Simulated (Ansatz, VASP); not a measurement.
Na5Os3 in VASP and in Ansatz

Contents of INCAR:

```
SYSTEM = Na5Os3
ALGO = Fast
EDIFF = 1E-7
ENCUT = 520
GGA = PE
ISIF = 2
ISMEAR = 0
LASPH = .TRUE.
LCHARG = .FALSE.
LREAL = .FALSE.
LWAVE = .FALSE.
NBANDS = 40
NELM = 60
PREC = Accurate
SIGMA = 0.1
```

File KPOINTS:

```
k-points
0
G
  4 4 4
  0 0 0
```

File POSCAR:

```
Na5Os3
1.0
   -3.2875951900      3.2875951900      3.2875951900
    3.2875951900     -3.2875951900      3.2875951900
    3.2875951900      3.2875951900     -3.2875951900
Na Os
5 3
Direct
    0.0000000000      0.0000000000      0.0000000000
    0.0000000000      0.0000000000      0.5000000000
    0.0000000000      0.5000000000      0.0000000000
    0.5000000000      0.0000000000      0.0000000000
    0.5000000000      0.5000000000      0.5000000000
    0.0000000000      0.5000000000      0.5000000000
    0.5000000000      0.5000000000      0.0000000000
    0.5000000000      0.0000000000      0.5000000000
```

Input for Ansatz:

```yaml
crystal:
  lattice:
    - [-3.28759519, 3.28759519, 3.28759519]
    - [3.28759519, -3.28759519, 3.28759519]
    - [3.28759519, 3.28759519, -3.28759519]
  atoms:
    - { symbol: Na, position: [0.0, 0.0, 0.0] }
    - { symbol: Na, position: [0.0, 0.0, 0.5] }
    - { symbol: Na, position: [0.0, 0.5, 0.0] }
    - { symbol: Na, position: [0.5, 0.0, 0.0] }
    - { symbol: Na, position: [0.5, 0.5, 0.5] }
    - { symbol: Os, position: [0.0, 0.5, 0.5] }
    - { symbol: Os, position: [0.5, 0.5, 0.0] }
    - { symbol: Os, position: [0.5, 0.0, 0.5] }
basis:
  ecutwfc: 420
kpoints:
  mp_grid: { grid: [4, 4, 4] }
hamiltonian:
  xc: pbe
scf:
  occupations: { method: gaussian, width: 0.1 }
  lower_state_search: "off"
output:
  forces: true
  stress: true
  eigenvalues: true
```

Change from the starting cell: species swapped into the Fe5Co3 type (Im-3m, No. 229).

Alike in both runs: task single point; functional PBE; k mesh 4 × 4 × 4; occupations gaussian, width 0.1 eV; no spin polarisation.

```csv
,VASP,Ansatz
version,VASP 6.6.1,Ansatz 0.2.0
potentials or method,"VASP PAW PBE potentials, release 64 (Na_pv, Os)","scalar-relativistic, plane waves, PAW"
plane-wave cutoff (eV),520,420
valence electrons in the cell,59,93
```

|  | VASP | Ansatz | Ansatz less VASP |
| --- | --- | --- | --- |
| gap on the k mesh at the Fermi level (eV) | none | none | - |
| pressure (GPa) | 2.4 | 2.4 | -0.03 |

A gap of «none» marks a metal or a gap that the smearing closes. The two sets of potentials don't hold the same shells in valence.

Spin-orbit coupling is left out, which matters for the levels of Os.
